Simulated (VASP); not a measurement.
Here is the system:

```
CELL_PARAMETERS angstrom
      3.50179     0.00000     0.00000
      0.00000     3.50588     0.00000
      0.00000     0.00000     3.61969
ATOMIC_POSITIONS crystal
  Al 0.00000 0.00000 0.00000
  Ni 0.00000 0.50000 0.50000
  Ni 0.50000 0.00000 0.50000
  Ni 0.52316 0.50000 0.00000
```
Starting moments (μB, in the order of the record's atoms Al Ni Ni Ni): 0.0 0.5 0.5 0.5.

The numbers are results of PBE GGA + U (Dudarev), VASP's PBE PAW potentials (set 64) (plane waves; VASP), not measurements. Run with 400 eV cut-off, 8×8×8 Γ-centred mesh, first-order Methfessel-Paxton smearing of 0.10 eV, potentials Al Ni, U − J: Ni 1.00 eV.

Predict the cell moment, energy per atom (σ→0), pressure, largest force, band gap (on the k-mesh) with the smallest direct gap where there is one.

```yaml
band gap (on the k-mesh): none (metal, semimetal or under 0.01 eV)
cell_moment: 0.75 μB
energy per atom (σ→0): -480.3 kJ/mol-atom
pressure: 21.0 kbar
largest_force: 0.735 eV/Å
```

Give the moment on each site (PAW-sphere projection).

```json
[
 {"site": "Al1", "moment (μB)": "-0.01"},
 {"site": "Ni2", "moment (μB)": "0.29"},
 {"site": "Ni3", "moment (μB)": "0.28"},
 {"site": "Ni4", "moment (μB)": "0.25"}
]
```

The absolute energy has meaning only against runs of the same code, potentials and settings.

The compound is Ni3Al in the L1_2 structure. The cell was not relaxed at this level, atoms are displaced from their ideal sites. The run is one of a series of settings (LDAU = .TRUE., LDAUJ = 0 0, LDAUL = -1 2, LDAUTYPE = 2, LDAUU = 0 1.0 against the base run), some of them coarse on purpose.
